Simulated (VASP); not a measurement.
Crystal: MgSn2N2.

```
CELL_PARAMETERS angstrom
5.27842 0.00000 0.00000
-2.63921 4.57125 0.00000
0.00000 0.00000 4.13010
ATOMIC_POSITIONS crystal
Mg 0.00000 0.00000 0.00000
Sn 0.33333 0.66667 0.50000
Sn 0.66667 0.33333 0.50000
N 0.66667 0.33333 0.00000
N 0.33333 0.66667 0.00000
```

The cell was built by a generator and needn't be a form met in nature.

| Property | Result |
| --- | --- |
| Program | VASP 6.6.1 |
| Task | relaxation of cell and atoms |
| Functional | PBE |
| Potentials or basis | VASP PAW PBE potentials, release 64 (Mg, Sn_d, N) |
| Cutoff | 520 eV |
| k mesh | 3 × 3 × 4 |
| Occupations | gaussian, width 0.15 eV |
| Spin | no spin polarisation |

At the start: pressure -0.6 GPa; volume 19.93 Å³/atom.

Problem. How do energy, volume and symmetry change on relaxing?

Solution. Over 10 steps the energy falls by 102.3 meV/atom and the volume is 17.55 Å³/atom (-11.9 %); space group P6/mmm (No. 191, to 0.05 Å).

Step by step:
```csv
step,energy change (eV),largest force (eV/Å),pressure (GPa),volume (Å³)
1,0.0000,0.0000,-0.58,99.65
2,-0.1905,0.0000,-3.32,98.52
3,-0.2793,0.0000,-5.87,95.18
4,-0.3387,0.0000,-5.70,96.81
5,-0.4156,0.0000,-4.42,93.58
6,-0.4367,0.0000,-2.73,90.61
7,-0.4823,0.0000,-2.24,89.41
8,-0.4758,0.0000,2.52,86.06
9,-0.5104,0.0000,-0.26,87.99
10,-0.5113,0.0000,0.12,87.76
```

Final structure:
```xyz
5
Lattice="4.8337 0.0000 0.0000 -2.4169 4.1861 0.0000 0.0000 0.0000 4.3372" Properties=species:S:1:pos:R:3 pbc="T T T"
Mg    0.0000    0.0000    0.0000
Sn    0.0000    2.7907    2.1686
Sn    2.4169    1.3954    2.1686
N     2.4169    1.3954    0.0000
N     0.0000    2.7907    0.0000
```

Caveat: the k mesh is coarse (spacing up to 0.46 Å⁻¹), so the values aren't converged.
